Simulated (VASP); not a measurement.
The input files of a VASP run:

**POSCAR**
```
Be
1
    1.1450000000    -1.9831980000     0.0000000000
    1.1450000000     1.9831980000     0.0000000000
    0.0000000000     0.0000000000     3.5800000000
Be
2
Direct
  0.3333330000   0.6666670000   0.2500000000
  0.6666670000   0.3333330000   0.7500000000
```

### KPOINTS
```
Automatic mesh
0
Gamma
6 6 4
0 0 0
```

### INCAR
```
! general
SYSTEM  =  Be
PREC    =  Accurate
ENCUT   =  300
LREAL   =  .FALSE.
LASPH   =  .TRUE.

! electronic loop
EDIFF   =  1E-6   ! SCF stop (eV)
NELM    =  100
ALGO    =  Normal   ! blocked Davidson

! smearing
ISMEAR  =  -1
SIGMA   =  0.1   ! width (eV)

! functional
GGA     =  PE   ! PBE

! ions
ISIF    =  2   ! forces and stress, cell fixed

! output
LWAVE   =  .FALSE.
LCHARG  =  .FALSE.
```

POTCAR, in this order: Be (PBE.64 set). Program: vasp_std.

### Question
Write an equivalent input for Quantum ESPRESSO's pw.x.

### Answer
One equivalent input (not run):
```
&CONTROL
  calculation = 'scf'
  pseudo_dir = './pseudo'
  outdir = './out'
  tprnfor = .true.
  tstress = .true.
/
&SYSTEM
  ibrav = 0
  nat = 2
  ntyp = 1
  ecutwfc = 88
  occupations = 'smearing'
  smearing = 'fermi-dirac'
  degauss = 0.00735
  input_dft = 'pbe'
/
&ELECTRONS
  conv_thr = 7.3e-08
  electron_maxstep = 100
/
ATOMIC_SPECIES
  Be 9.012 Be.upf
CELL_PARAMETERS angstrom
     1.1450000   -1.9831980    0.0000000
     1.1450000    1.9831980    0.0000000
     0.0000000    0.0000000    3.5800000
ATOMIC_POSITIONS crystal
  Be   0.3333330  0.6666670  0.2500000
  Be   0.6666670  0.3333330  0.7500000
K_POINTS automatic
  6 6 4 0 0 0
```
What does not carry over: the potentials are each code's own (VASP's PAW set, PseudoDojo norm-conserving files in pw.x), so ENCUT and ecutwfc are chosen apart and not converted; conv_thr bounds pw.x's estimated SCF error, while EDIFF bounds the energy change between steps.

The structure is a typed Be crystal (P6_3/mmc). The cell was not relaxed at this level. The k-mesh is coarse (spacing up to 0.53 per Å, 2π included), so the numbers may not be converged in it. The run is one of a series of settings (KPOINTS 6×6×4 Γ-centred mesh against the base run), some of them coarse on purpose.
